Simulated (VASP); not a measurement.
Shape and ions are relaxed at each volume.

La is modelled in the hexagonal space group P6₃/mmc (No. 194), Pearson symbol hP4. Cell: a = 3.6904 Å, b = 3.6904 Å, c = 11.7585 Å, α = 90.00°, β = 90.00°, γ = 120.00°. La1 on 2a is surrounded by 12 La at 3.631–3.690 Å and 6 La at 5.177 Å. La2 on 2c has 12 La at 3.631–3.690 Å and 6 La at 5.177 Å. (Neighbours: up to the widest gap in distance over summed covalent radii, below 1.35, at either atom.)

The numbers are results of PBE GGA with D3 dispersion (Becke-Johnson damping), VASP's PBE PAW potentials (set 64) (plane waves; VASP 6.6.1), not measurements. Run with 520 eV cut-off, 10×10×3 Γ-centred mesh, first-order Methfessel-Paxton smearing of 0.10 eV, potentials La.

Task: Give the energy at these volumes per atom, relative to the lowest: 32.27, 33.30, 34.33, 35.36, 36.39 Å³.

Result: 14.2, 4.3, 0.0, 0.8, 6.2 meV/atom. A third-order Birch-Murnaghan fit gives B0 = 25.8 GPa and B0′ = 2.3.

Measured: bulk modulus 27.9 GPa (computed value off by -7.5 %), as given by Wikipedia, Lanthanum (infobox). The calculation is for a static lattice, while the measured bulk modulus holds thermal and zero-point effects, which are part of the difference.

The compound is La in the dhcp structure. It was relaxed first, which changed the volume by -7 %.
